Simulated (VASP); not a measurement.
Runs of VASP 6.6.1 on C. It takes space group P6_3/mmc (No. 194, hexagonal). The conventional cell has a = 2.489 Å, b = 2.489 Å, c = 6.807 Å, α = 90.00°, β = 90.00°, γ = 120.00°. Around C (site symmetry -6m2) lie 3 C at 1.44 Å. C (site symmetry -6m2) is surrounded by 3 C at 1.44 Å. 

```csv
task,cell,cutoff (eV),gap on the mesh (eV),pressure (GPa)
relaxation of shape and atoms at fixed volume,relaxed at fixed volume,600,none,-1.1
single point,"P6_3/mmc, 8.87 Å³/atom",520,none,0.4
single point,"P6_3/mmc, 9.13 Å³/atom",520,none,(a)
relaxation of cell and atoms,relaxed,600,none,0.0
```

Alike in all rows: level PBE+D3(BJ); potentials or basis VASP PAW PBE potentials, release 64 (C); no spin polarisation; k mesh 21 × 21 × 6; smearing gaussian 0.1 eV.

**Question.** Fill in the values left out.

**Answer.** (a) -0.4.

A gap of «none» marks a metal or a gap under the smearing width.
